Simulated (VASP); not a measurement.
Computed with PW91 GGA, VASP's PBE PAW potentials (set 64) (plane waves; VASP).

VASP ran on this input.

### INCAR
```
ALGO = Normal
EDIFF = 1E-7
ENCUT = 520
GGA = 91
ISIF = 2
ISMEAR = 0
LASPH = T
LCHARG = F
LMAXMIX = 6
LREAL = F
LWAVE = F
NELM = 100
PREC = Accurate
SIGMA = 0.05
SYSTEM = KTaO3
```

File KPOINTS:
```
Automatic mesh
0
Gamma
6 6 6
0 0 0
```

### POSCAR
```
KTaO3
1
    4.1084371237     0.0000000000     0.0000000000
    0.0000000000     4.1084371237     0.0000000000
    0.0000000000     0.0000000000     4.1084371237
K Ta O
1 1 3
Direct
  0.0000000000   0.0000000000   0.0000000000
  0.5000000000   0.5000000000   0.5000000000
  0.5000000000   0.0000000000   0.5000000000
  0.0000000000   0.5000000000   0.5000000000
  0.5000000000   0.5000000000   0.0000000000
```

POTCAR, in this order: K_sv Ta_pv O (PBE.64 set). Program: vasp_std.

Unless said otherwise, spin-orbit coupling is left out, though it shifts the bands of the heavy elements here.

Estimate the energy per atom (σ→0), pressure, band gap (on the k-mesh).

```json
{
  "energy per atom (σ→0)": "-8.231 eV/atom",
  "band gap (on the k-mesh)": "1.97 eV",
  "pressure": "-9.72 GPa"
}
```

### OSZICAR
```
...
DAV:   9    -0.411562346589E+02    0.13782E-01   -0.48472E-02  1340   0.158E+00    0.316E-01
DAV:  10    -0.411549260824E+02    0.13086E-02   -0.11517E-02  1211   0.731E-01    0.753E-02
DAV:  11    -0.411549907744E+02   -0.64692E-04   -0.71199E-04  1257   0.194E-01    0.340E-02
DAV:  12    -0.411550180231E+02   -0.27249E-04   -0.11615E-04  1231   0.898E-02    0.202E-02
DAV:  13    -0.411550151805E+02    0.28426E-05   -0.21537E-05  1308   0.375E-02    0.297E-03
DAV:  14    -0.411550153113E+02   -0.13081E-06   -0.83058E-07  1222   0.651E-03    0.150E-03
DAV:  15    -0.411550152421E+02    0.69197E-07   -0.13731E-07   869   0.275E-03
   1 F= -.41155015E+02 E0= -.41155015E+02  d E =-.295707E-13
```

The compound is KTaO3 in the cubic perovskite structure. This cell is one point of a volume scan, at 1.06 of the reference volume.
